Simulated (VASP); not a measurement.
Write the native input for VASP 6.6.1 that does the following.

```
Task                   : band structure
Functional             : PBEsol
Potentials or basis    : VASP PAW PBE potentials, release 64 (Ge_d)
Cutoff                 : 520 eV
k mesh                 : 10 × 10 × 10
Occupations            : gaussian, width 0.03 eV
Spin                   : no spin polarisation
Further INCAR settings : ALGO = Normal; EDIFF = 1e-06; NBANDS = 21
```

The structure of Ge lies in POSCAR:

```
Ge                                      
1.0
    0.0000000000      2.8370028123      2.8370028123
    2.8370028123      0.0000000000      2.8370028123
    2.8370028123      2.8370028123      0.0000000000
  Ge            
     2
Direct
     0.0000000000000000    0.0000000000000000    0.0000000000000000
     0.2500000000000000    0.2500000000000000    0.2500000000000000
```

These files were run (other wordings do the same):

INCAR

```
SYSTEM = Ge
PREC = Accurate ; ENCUT = 520
EDIFF = 1E-6 ; ISMEAR = 0
SIGMA = 0.03 ; LREAL = .False.
LASPH = .True. ; NELM = 80
ALGO = Normal ; ISIF = 2
LWAVE = .False. ; LCHARG = .False.
GGA = PS ; NBANDS = 21
ICORELEVEL = 1
```

KPOINTS

```
Automatic mesh
0
Gamma
  10 10 10
  0 0 0
```

KPOINTS_OPT

```
explicit points
109
Reciprocal
 0.0000000000  0.0000000000  0.0000000000 1
 0.0555555556  0.0000000000  0.0555555556 1
 0.1111111111  0.0000000000  0.1111111111 1
 0.1666666667  0.0000000000  0.1666666667 1
 0.2222222222  0.0000000000  0.2222222222 1
 0.2777777778  0.0000000000  0.2777777778 1
 0.3333333333  0.0000000000  0.3333333333 1
 0.3888888889  0.0000000000  0.3888888889 1
 0.4444444444  0.0000000000  0.4444444444 1
 0.5000000000  0.0000000000  0.5000000000 1
 0.5000000000  0.0000000000  0.5000000000 1
 0.5000000000  0.0277777778  0.5277777778 1
 0.5000000000  0.0555555556  0.5555555556 1
 0.5000000000  0.0833333333  0.5833333333 1
 0.5000000000  0.1111111111  0.6111111111 1
 0.5000000000  0.1388888889  0.6388888889 1
 0.5000000000  0.1666666667  0.6666666667 1
 0.5000000000  0.1944444444  0.6944444444 1
 0.5000000000  0.2222222222  0.7222222222 1
 0.5000000000  0.2500000000  0.7500000000 1
 0.5000000000  0.2500000000  0.7500000000 1
 0.4861111111  0.2638888889  0.7500000000 1
 0.4722222222  0.2777777778  0.7500000000 1
 0.4583333333  0.2916666667  0.7500000000 1
 0.4444444444  0.3055555556  0.7500000000 1
 0.4305555556  0.3194444444  0.7500000000 1
 0.4166666667  0.3333333333  0.7500000000 1
 0.4027777778  0.3472222222  0.7500000000 1
 0.3888888889  0.3611111111  0.7500000000 1
 0.3750000000  0.3750000000  0.7500000000 1
 0.3750000000  0.3750000000  0.7500000000 1
 0.3333333333  0.3333333333  0.6666666667 1
 0.2916666667  0.2916666667  0.5833333333 1
 0.2500000000  0.2500000000  0.5000000000 1
 0.2083333333  0.2083333333  0.4166666667 1
 0.1666666667  0.1666666667  0.3333333333 1
 0.1250000000  0.1250000000  0.2500000000 1
 0.0833333333  0.0833333333  0.1666666667 1
 0.0416666667  0.0416666667  0.0833333333 1
 0.0000000000  0.0000000000  0.0000000000 1
 0.0000000000  0.0000000000  0.0000000000 1
 0.0555555556  0.0555555556  0.0555555556 1
 0.1111111111  0.1111111111  0.1111111111 1
 0.1666666667  0.1666666667  0.1666666667 1
 0.2222222222  0.2222222222  0.2222222222 1
 0.2777777778  0.2777777778  0.2777777778 1
 0.3333333333  0.3333333333  0.3333333333 1
 0.3888888889  0.3888888889  0.3888888889 1
 0.4444444444  0.4444444444  0.4444444444 1
 0.5000000000  0.5000000000  0.5000000000 1
 0.5000000000  0.5000000000  0.5000000000 1
 0.5138888889  0.4722222222  0.5138888889 1
 0.5277777778  0.4444444444  0.5277777778 1
 0.5416666667  0.4166666667  0.5416666667 1
 0.5555555556  0.3888888889  0.5555555556 1
 0.5694444444  0.3611111111  0.5694444444 1
 0.5833333333  0.3333333333  0.5833333333 1
 0.5972222222  0.3055555556  0.5972222222 1
 0.6111111111  0.2777777778  0.6111111111 1
 0.6250000000  0.2500000000  0.6250000000 1
 0.6250000000  0.2500000000  0.6250000000 1
 0.6111111111  0.2500000000  0.6388888889 1
 0.5972222222  0.2500000000  0.6527777778 1
 0.5833333333  0.2500000000  0.6666666667 1
 0.5694444444  0.2500000000  0.6805555556 1
 0.5555555556  0.2500000000  0.6944444444 1
 0.5416666667  0.2500000000  0.7083333333 1
 0.5277777778  0.2500000000  0.7222222222 1
 0.5138888889  0.2500000000  0.7361111111 1
 0.5000000000  0.2500000000  0.7500000000 1
 0.5000000000  0.2500000000  0.7500000000 1
 0.5000000000  0.2777777778  0.7222222222 1
 0.5000000000  0.3055555556  0.6944444444 1
 0.5000000000  0.3333333333  0.6666666667 1
 0.5000000000  0.3611111111  0.6388888889 1
 0.5000000000  0.3888888889  0.6111111111 1
 0.5000000000  0.4166666667  0.5833333333 1
 0.5000000000  0.4444444444  0.5555555556 1
 0.5000000000  0.4722222222  0.5277777778 1
 0.5000000000  0.5000000000  0.5000000000 1
 0.5000000000  0.5000000000  0.5000000000 1
 0.4861111111  0.4861111111  0.5277777778 1
 0.4722222222  0.4722222222  0.5555555556 1
 0.4583333333  0.4583333333  0.5833333333 1
 0.4444444444  0.4444444444  0.6111111111 1
 0.4305555556  0.4305555556  0.6388888889 1
 0.4166666667  0.4166666667  0.6666666667 1
 0.4027777778  0.4027777778  0.6944444444 1
 0.3888888889  0.3888888889  0.7222222222 1
 0.3750000000  0.3750000000  0.7500000000 1
 0.6250000000  0.2500000000  0.6250000000 1
 0.6111111111  0.2222222222  0.6111111111 1
 0.5972222222  0.1944444444  0.5972222222 1
 0.5833333333  0.1666666667  0.5833333333 1
 0.5694444444  0.1388888889  0.5694444444 1
 0.5555555556  0.1111111111  0.5555555556 1
 0.5416666667  0.0833333333  0.5416666667 1
 0.5277777778  0.0555555556  0.5277777778 1
 0.5138888889  0.0277777778  0.5138888889 1
 0.5000000000  0.0000000000  0.5000000000 1
 0.0000000000  0.0000000000  0.0000000000 1
 0.3750000000  0.3750000000  0.7500000000 1
 0.5000000000  0.5000000000  0.5000000000 1
 0.6250000000  0.2500000000  0.6250000000 1
 0.5000000000  0.2500000000  0.7500000000 1
 0.5000000000  0.0000000000  0.5000000000 1
 0.4000000000  0.0000000000  0.4000000000 1
 0.4250000000  0.0000000000  0.4250000000 1
 0.4500000000  0.0000000000  0.4500000000 1
```

Potentials or basis: VASP PAW PBE potentials, release 64 (Ge_d).

Command:

```bash
$ cat potpaw_PBE.64/Ge_d/POTCAR > POTCAR
$ mpirun -np 1 vasp_std > vasp.out
```

It gave:

```
Pressure                : -0.4 GPa
Band gap along the path : none (metal or under the smearing width)
```

Caveat: the PAW data sets were made with another functional, which shifts forces and pressure a little; this crystal is a semiconductor, whose small gap the functional closes, so the metal is an error of the method.

It took 110 s on 1 thread of Intel(R) Xeon(R) Platinum 8259CL CPU @ 2.50GHz (Skylake/Cascade Lake) (shared host), peak memory 0.21 GiB.
